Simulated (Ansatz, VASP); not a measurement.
# BiB: VASP beside Ansatz, part 2 of 2

Aim: how closely do two programs agree when they are given the same cell, functional and k mesh? The cell is generated by rule, not measured, and may not be a known phase. The cell is taken from a series of VASP runs on this material, whose earlier steps may have relaxed, scaled or displaced it; both programs get it as it stands.

VASP 6.6.1 and Ansatz 0.2.0.

So far: Set-up; Ansatz: band structure, HSE06; VASP: band structure, HSE06.

## Step 3: VASP: band structure, HSE06 (continued)

Level of this step: HSE06; plane waves and PAW (B, Bi_d); invented cell (VASP).

Numbers of over 12 decimals in the logs are rounded to 6 here.

OUTCAR, selected parts (step 3):

```text
ion  position               nearest neighbor table
   1  0.000  0.000  0.000-   2 2.35   2 2.35   2 2.35   2 2.35
   2  0.250  0.250  0.250-   1 2.35   1 2.35   1 2.35   1 2.35

  LATTYP: Found a face centered cubic cell.
 ALAT       =     5.4271000000

 Subroutine GETGRP returns: Found 24 space group operations
 (whereof 24 operations were pure point group operations)

The static configuration has the point symmetry T_d .

 Found     16 irreducible k-points:

   k-points           NKPTS =     16   k-points in BZ     NKDIM =    216   number of bands    NBANDS=     15

   dimension x,y,z NGX =    28 NGY =   28 NGZ =   28
   dimension x,y,z NGXF=    56 NGYF=   56 NGZF=   56

   ENCUT  =  420.0 eV  30.87 Ry    5.56 a.u.   6.41  6.41  6.41*2*pi/ulx,y,z

   NELECT =      18.0000    total number of electrons

 k-points in reciprocal lattice and weights: Automatic mesh
   0.00000000  0.00000000  0.00000000       0.005
   0.16666667  0.00000000  0.00000000       0.037
   0.33333333  0.00000000  0.00000000       0.037
   0.50000000  0.00000000  0.00000000       0.019
   0.16666667  0.16666667  0.00000000       0.028
   0.33333333  0.16666667  0.00000000       0.111
   0.50000000  0.16666667  0.00000000       0.111
  -0.33333333  0.16666667  0.00000000       0.111
  -0.16666667  0.16666667  0.00000000       0.056
[...]
-0.33333333  0.33333333  0.16666667       0.111
  -0.33333333  0.50000000  0.16666667       0.056

  exchange ACFDT corr.  =         0.00000000  see jH, gK, PRB 81, 115126

 average (electrostatic) potential at core
       1 -23.1769       2 -97.6239

 E-fermi :   7.4224

 k-point     1 :       0.0000    0.0000    0.0000
  band No.  band energies     occupation
    ...
      5     -17.7765      2.00000
      6      -8.5683      2.00000
      7       7.2700      2.00000
      8       7.2700      2.00000
      9       7.2700      2.00000
     10       8.4855      0.00000
     11      10.7565      0.00000
     12      10.7565      0.00000
     13      10.7565      0.00000
     14      14.4022      0.00000
    ...

 k-point     2 :       0.1667    0.0000    0.0000
  band No.  band energies     occupation
    ...
      5     -17.7756      2.00000
      6      -8.1582      2.00000
      7       3.9925      2.00000
      8       6.6230      2.00000
      9       6.6230      2.00000
     10       9.0148      0.00000
     11      11.5247      0.00000
     12      11.5247      0.00000
     13      11.9396      0.00000
     14      16.1031      0.00000
    ...

 k-point     3 :       0.3333    0.0000    0.0000
  band No.  band energies     occupation
    ...
      5     -17.7651      2.00000
      6      -7.0334      2.00000
      7       0.3176      2.00000
      8       5.7631      2.00000
      9       5.7631      2.00000
     10       8.5480      0.00000
     11      12.1980      0.00000
     12      12.1980      0.00000
     13      13.8627      0.00000
     14      16.0393      0.00000
    ...

  Total        0.2808501      0.2808501      0.2808501      0.0000000      0.0000000     -0.0000000
  in kB       11.2600851     11.2600851     11.2600851      0.0000000      0.0000000     -0.0000000
  external PRESSURE =      11.2600851 kB  Pullay stress =       0.0000000 kB

  energy-cutoff  :      420.00
  volume of cell :       39.96
      direct lattice vectors                 reciprocal lattice vectors
     0.000000000  2.713550000  2.713550000    -0.184260471  0.184260471  0.184260471
     2.713550000  0.000000000  2.713550000     0.184260471 -0.184260471  0.184260471
     2.713550000  2.713550000  0.000000000     0.184260471  0.184260471 -0.184260471

 POSITION                                       TOTAL-FORCE (eV/Angst)
 -----------------------------------------------------------------------------------
      0.00000      0.00000      0.00000        -0.000000      0.000000      0.000000
      1.35678      1.35678      1.35678         0.000000     -0.000000     -0.000000
 -----------------------------------------------------------------------------------
    total drift:                                0.000007      0.000008      0.000007

  FREE ENERGIE OF THE ION-ELECTRON SYSTEM (eV)
  ---------------------------------------------------
  free  energy   TOTEN  =       -10.4414024899 eV

  energy  without entropy=      -10.4414024899  energy(sigma->0) =      -10.44140249

 total charge
# of ion       s       p       d       tot
------------------------------------------
    1        0.665   1.028   0.000   1.693
    2        1.438   1.690   9.971  13.099
--------------------------------------------------
tot          2.103   2.718   9.971  14.792

[... 3 further parts left out ...]
```

The run ends at a pressure of 1.13 GPa.

## Step 4: Side by side

Known differences besides the potentials themselves: exact exchange at q = 0 is treated differently, which shows on coarse meshes; VASP keeps PBE cores, Ansatz makes them for the functional; VASP takes a coarser grid for exact exchange (PRECFOCK = Fast). Total energies have different zeros and are not compared.

The two programs side by side:

| quantity | Ansatz | VASP | difference |
| --- | --- | --- | --- |
| pressure (GPa) | 1.10 | 1.13 | -0.03 |
| pressure without Ansatz's Pulay correction (GPa) | 1.02 | 1.13 | -0.10 |
| gap over the path points (eV) | 1.108 | 1.099 | +0.009 |

Levels at points of the path, from each program's valence-band top (eV; 3 filled, then empty):

| k (reciprocal lattice) | Ansatz | VASP |
| --- | --- | --- |
| 0.000 0.000 0.000 | 0.00 0.00 0.00 1.22 3.48 3.48 | 0.00 0.00 0.00 1.22 3.49 3.49 |
| 0.500 0.000 0.500 | -8.98 -3.98 -3.98 1.32 1.49 9.66 | -8.99 -3.98 -3.98 1.32 1.49 9.68 |
| 0.500 0.214 0.714 | -8.64 -5.13 -4.71 4.11 4.25 6.47 | -8.64 -5.14 -4.71 4.10 4.25 6.47 |
| 0.411 0.339 0.750 | -8.63 -5.49 -3.65 2.25 4.55 7.66 | -8.63 -5.49 -3.65 2.25 4.55 7.67 |
| 0.161 0.161 0.321 | -4.87 -2.98 -0.83 2.63 4.54 4.58 | -4.88 -2.98 -0.83 2.63 4.55 4.58 |
| 0.214 0.214 0.214 | -4.40 -0.92 -0.92 1.61 4.54 4.54 | -4.41 -0.92 -0.92 1.60 4.54 4.54 |
| 0.500 0.500 0.500 | -8.79 -1.84 -1.84 1.11 4.96 4.96 | -8.80 -1.84 -1.84 1.10 4.96 4.96 |
| 0.554 0.393 0.554 | -8.59 -3.82 -2.37 2.36 4.51 5.95 | -8.60 -3.82 -2.37 2.36 4.51 5.95 |
| 0.589 0.250 0.661 | -8.63 -5.49 -3.65 2.25 4.55 7.66 | -8.63 -5.49 -3.65 2.25 4.55 7.67 |
| 0.500 0.286 0.714 | -8.55 -5.34 -4.41 4.09 4.74 5.89 | -8.55 -5.34 -4.41 4.09 4.74 5.90 |

Among the levels compared at these points, filled levels agree within 6 meV and empty ones within 14 meV. Ansatz's pressure holds a Pulay correction of 0.07 GPa; VASP's holds none.

## Step 5: Summary of results

```json
{
 "difference in gap over the path points (band structure, HSE06)": "0.0091 eV"
}
```

**Reading.** The difference in gap over the path points is 0.0091 eV (band structure, HSE06), within the 0.08 eV picked in this series as the mark of a large difference. How closely two codes agree says nothing of how well the functional describes the real material.

[Lines on the potential files, build, host, timing and source positions are cut from VASP's logs without a mark.]

[Logs are printed without paths, hosts, clocks, repeated set-up lines and the standing remarks that a program may print on its own settings, such as how far it seeks lower states.]

[Hosts, paths, dates, database ids (printed as entryN), source tags and the programs' standing remarks are cut or masked in the printed files.]
